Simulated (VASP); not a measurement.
Given:

```
CELL_PARAMETERS angstrom
      2.59896     0.00000     0.00000
     -1.29948     2.25076     0.00000
      0.00000     0.00000     4.19266
ATOMIC_POSITIONS crystal
  Tc 0.00000 0.00000 0.00000
  O  0.33333 0.66667 0.25200
  O  0.66667 0.33333 0.74800
```

Level of theory: PBE GGA, VASP's PBE PAW potentials (set 64) (plane waves; VASP). Run with 400 eV cut-off, 10×10×5 Γ-centred mesh, Gaussian smearing of 0.10 eV, potentials Tc_pv O.

At this cut-off the stress carries a Pulay error, which pulls relaxed volumes low.

Task: Give the force on each atom (eV/Å).

Result: 
```csv
atom,Fx,Fy,Fz
Tc1,0.000,0.000,0.000
O2,0.000,0.000,8.084
O3,0.000,0.000,-8.084
```

Task: Give the stress tensor in GPa (positive for a compressed cell).

Result: 
```
142.05    0.00    0.00
  0.00  142.05    0.00
  0.00    0.00  125.88
```
The pressure is its mean diagonal, 136.66 GPa.

The structure was generated: TcO2 was put into an ordered model structure, which need not be its known phase. The cell was not relaxed at this level. The electron count is odd and the run is not spin-polarised, which forces a metal.
